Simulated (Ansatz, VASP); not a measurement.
## Two plane-wave programs on Si

```
Si
1.0
     0.00000    2.79200    2.56864
     2.79200    0.00000    2.56864
     2.79200    2.79200    0.00000
Si
2
Direct
  0.50000 0.50000 0.50000
  0.75000 0.75000 0.75000
```

Alike in both runs: task single point; functional LDA; k mesh 10 × 10 × 10; occupations gaussian, width 0.05 eV; no spin polarisation.

```csv
,VASP,Ansatz
version,VASP 6.6.1,Ansatz 0.2.0
potentials or method,"VASP PAW LDA potentials, release 64 (Si)","scalar-relativistic, plane waves, PAW"
plane-wave cutoff (eV),520,420
valence electrons in the cell,8,8
```

|  | VASP | Ansatz | Ansatz less VASP |
| --- | --- | --- | --- |
| gap on the k mesh at the Fermi level (eV) | none | none | - |
| pressure (GPa) | -1.7 | -1.7 | -0.04 |
| largest component of the traceless stress (GPa) | 4.47 | 4.47 | -0.003 |

A gap of «none» marks a metal or a gap that the smearing closes.
